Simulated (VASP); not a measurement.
Level of theory: PBEsol GGA, VASP's PBE PAW potentials (set 64) (plane waves; VASP 6.6.1).

Input for VASP

File POSCAR:
```
MgS(100) slab
1.0
  3.6610882474   0.0000000000   0.0000000000
  0.0000000000   3.6610882474   0.0000000000
  0.0000000000   0.0000000000  25.2903942212
Mg S
4 4
Cart
  0.0000000000   1.8305441237   8.7620341107
  1.8305441237   0.0000000000  11.3508094440
  0.0000000000   1.8305441237  13.9395847772
  1.8305441237   0.0000000000  16.5283601105
  0.0000000000   1.8305441237  11.3508094440
  1.8305441237   0.0000000000   8.7620341107
  0.0000000000   1.8305441237  16.5283601105
  1.8305441237   0.0000000000  13.9395847772
```

INCAR:
```
SYSTEM = MgS(100) slab
PREC = Normal; ENCUT = 400; LREAL = F
LASPH = T
EDIFF = 1E-5; NELM = 100; NELMIN = 4
ALGO = Normal
ISMEAR = 0; SIGMA = 0.05
GGA = PS
IBRION = 2; NSW = 50; ISIF = 2
EDIFFG = -0.03
LWAVE = T; LCHARG = F
DIPOL = 0.5 0.5 0.5
LDIPOL = T; IDIPOL = 3
```

### KPOINTS
```
K-points
0
gamma
6 6 1
```

POTCAR, in this order: Mg S (PBE.64 set). Program: vasp_std.

**Question.** What will the output report for the number of irreducible k-points (NKPTS), largest plane-wave count, number of space-group operations, FFT grid (NGX, NGY, NGZ)?

**Answer.** 
* **number of irreducible k-points (NKPTS)**: 10
* **largest plane-wave count**: 6210
* **number of space-group operations**: 16
* **FFT grid (NGX, NGY, NGZ)**: 18 × 18 × 126

The cell is a thin slab with vacuum, built from MgS (rock salt): (100) face.
